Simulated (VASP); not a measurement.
Given:

```
CELL_PARAMETERS angstrom
      0.00000     3.64306     3.64306
      3.64306     0.00000     3.64306
      3.64306     3.64306     0.00000
ATOMIC_POSITIONS crystal
  Hg 0.25000 0.25000 0.25000
  Hg 0.75000 0.75000 0.75000
  Hg 0.50000 0.50000 0.50000
  Sb 0.00000 0.00000 0.00000
```

Computed with PBEsol GGA, VASP's PBE PAW potentials (set 64) (plane waves; VASP). Settings: 400 eV cut-off, Gaussian smearing of 0.050 eV, potentials Hg Sb.

Q: Give the energies of bands 10 to 23 at the high-symmetry points, in eV from the Fermi level.

A: 
```
band      Γ      X      U      L      W
----  -----  -----  -----  -----  -----
10    -6.01  -6.33  -6.39  -6.51  -6.42
11    -6.01  -6.31  -6.33  -6.51  -6.39
12    -5.95  -6.10  -6.17  -6.25  -6.14
13    -5.95  -6.08  -6.12  -6.03  -6.10
14    -5.95  -6.03  -5.98  -6.03  -5.95
15    -5.95  -5.73  -5.80  -5.85  -5.95
16    -5.95  -5.73  -5.74  -5.85  -5.66
17    -4.26  -5.18  -5.03  -5.35  -4.66
18    -0.85  -2.93  -4.89  -3.02  -4.66
19    -0.05  -2.87  -2.35  -0.55  -4.61
20    -0.05  -2.87  -2.28  -0.55   0.56
21    -0.05  -2.02   0.74  -0.54   1.24
22     2.18   3.68   2.57   1.37   1.26
23     2.24   5.18   3.01   1.37   1.26
```

It has no gap at this level: it comes out as a metal or semimetal.

The structure comes from a computed database's Hg3Sb entry (Fm-3m); how it stands against other phases isn't given here. It was relaxed first, which changed the volume by -9 %. The electron count is odd and the run is not spin-polarised, which forces a metal.
